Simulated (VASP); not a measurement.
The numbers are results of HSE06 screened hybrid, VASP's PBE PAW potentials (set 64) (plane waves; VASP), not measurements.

The input files of a VASP run:

### POSCAR
```
Sn atom
1
   12.0000000000     0.0000000000     0.0000000000
    0.0000000000    12.5000000000     0.0000000000
    0.0000000000     0.0000000000    13.0000000000
Sn
1
Direct
  0.0000000000   0.0000000000   0.0000000000
```

KPOINTS:
```
Automatic
0
Gamma
 1 1 1
```

**INCAR**
```
! general
SYSTEM    =  Sn atom
PREC      =  Normal
ENCUT     =  520
LREAL     =  .FALSE.
LASPH     =  .TRUE.
ISYM      =  0

! electronic loop
EDIFF     =  1E-6
NELM      =  200
ALGO      =  All
LMAXMIX   =  4

! smearing
ISMEAR    =  0
SIGMA     =  0.01

! functional
GGA       =  PE
LHFCALC   =  .TRUE.
AEXX      =  0.25
HFSCREEN  =  0.2
PRECFOCK  =  Fast

! spin
ISPIN     =  2
MAGMOM    =  2
NUPDOWN   =  2

! output
LWAVE     =  .FALSE.
LCHARG    =  .FALSE.
LORBIT    =  10
```

POTCAR, in this order: Sn_d (PBE.64 set). Program: vasp_gam. Read from the step before: WAVECAR.

The resulting files:

**OSZICAR**
```
       N       E                     dE             d eps       ncg     rms           ort
SDA:   1    -0.102244081579E+01   -0.10224E+01    0.00000E+00    12   0.979E-01   0.000E+00
CGA:   2    -0.103562017000E+01   -0.13179E-01   -0.13085E-01    12   0.334E-01  -0.983E-02
SDA:   3    -0.133183516000E+01   -0.29621E+00   -0.29891E+00    12   0.224E+00  -0.453E-01
CGA:   4    -0.137551821915E+01   -0.43683E-01   -0.37437E-01    12   0.907E-01  -0.393E-01
CGA:   5    -0.138688807758E+01   -0.11370E-01   -0.11368E-01    12   0.916E-02   0.770E-04
CGA:   6    -0.138857646795E+01   -0.16884E-02   -0.16886E-02    12   0.411E-02   0.947E-05
CGA:   7    -0.138919807384E+01   -0.62161E-03   -0.61989E-03    12   0.879E-03  -0.280E-04
CGA:   8    -0.138937974839E+01   -0.18167E-03   -0.18168E-03    12   0.448E-03   0.373E-05
CGA:   9    -0.138945365611E+01   -0.73908E-04   -0.74208E-04    12   0.189E-03   0.668E-05
CGA:  10    -0.138949270697E+01   -0.39051E-04   -0.39038E-04    12   0.787E-04  -0.918E-05
CGA:  11    -0.138950813903E+01   -0.15432E-04   -0.15433E-04    12   0.382E-04  -0.723E-06
CGA:  12    -0.138951338109E+01   -0.52421E-05   -0.53642E-05    12   0.129E-04   0.193E-05
CGA:  13    -0.138951642733E+01   -0.30462E-05   -0.30927E-05    12   0.761E-05  -0.161E-05
CGA:  14    -0.138951769049E+01   -0.12632E-05   -0.12606E-05    12   0.476E-05  -0.216E-06
CGA:  15    -0.138951846446E+01   -0.77397E-06   -0.78881E-06    12   0.263E-05   0.499E-06
   1 F= -.13895185E+01 E0= -.13895185E+01  d E =-.378879E-21  mag=     2.0000
```

### OUTCAR
```
------------------------ aborting loop because EDIFF is reached ----------------------------------------
  volume of cell :     1950.00
      direct lattice vectors                 reciprocal lattice vectors
    12.000000000  0.000000000  0.000000000     0.083333333  0.000000000  0.000000000
     0.000000000 12.500000000  0.000000000     0.000000000  0.080000000  0.000000000
     0.000000000  0.000000000 13.000000000     0.000000000  0.000000000  0.076923077
 POSITION                                       TOTAL-FORCE (eV/Angst)
 -----------------------------------------------------------------------------------
      0.00000      0.00000      0.00000         0.000006     -0.000004     -0.000013
 -----------------------------------------------------------------------------------
    total drift:                                0.000006     -0.000004     -0.000013
  FREE ENERGIE OF THE ION-ELECTRON SYSTEM (eV)
  ---------------------------------------------------
  free  energy   TOTEN  =        -1.3895184645 eV

  energy  without entropy=       -1.3895184645  energy(sigma->0) =       -1.38951846

  exchange ACFDT corr.  =         0.00000000  see jH, gK, PRB 81, 115126

 total charge

# of ion       s       p       d       tot
------------------------------------------
    1        1.374   0.781   9.922  12.078

 magnetization (x)

# of ion       s       p       d       tot
------------------------------------------
    1       -0.002   0.781  -0.002   0.777
```
(Selected blocks of OUTCAR.)

The atom may not be in its lowest state.

The cell is a free atom in a box.
